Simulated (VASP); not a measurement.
A run of VASP 6.6.1 is set up as follows.

The input INCAR:

```
PREC     = Accurate       # precision mode
ENCUT    = 520            # plane-wave cutoff, eV
EDIFF    = 1E-6           # SCF threshold, eV
ISMEAR   = -1             # smearing method
SIGMA    = 0.15           # smearing width, eV
LREAL    = False          # projectors in reciprocal space
LASPH    = True           # aspherical terms in the spheres
NELM     = 100            # most SCF steps
ALGO     = Normal         # electronic algorithm
ISIF     = 2              # what is computed and relaxed
LWAVE    = False          # write WAVECAR
LCHARG   = False          # write CHGCAR
NBANDS   = 16             # bands
```

The input KPOINTS:

```
regular mesh
0
Gamma
  6 6 6
```

Contents of POSCAR:

```
LiPb
1.0
    3.5220000000      0.0000000000      0.0000000000
    0.0000000000      3.5220000000      0.0000000000
    0.0000000000      0.0000000000      3.5220000000
Li Pb
1 1
Direct
    0.5000000000      0.5000000000      0.5000000000
    0.0000000000      0.0000000000      0.0000000000
```

Potentials or basis: VASP PAW LDA potentials, release 64 (Li_sv, Pb_d).

Command:

```console
$ cat potpaw_LDA.64/Li_sv/POTCAR potpaw_LDA.64/Pb_d/POTCAR > POTCAR
$ mpirun -np 1 vasp_std > vasp.out
```

Predict the band gap on the k mesh.

none (metal or under the smearing width).

 Spin-orbit coupling is left out, which matters for the levels of Pb.
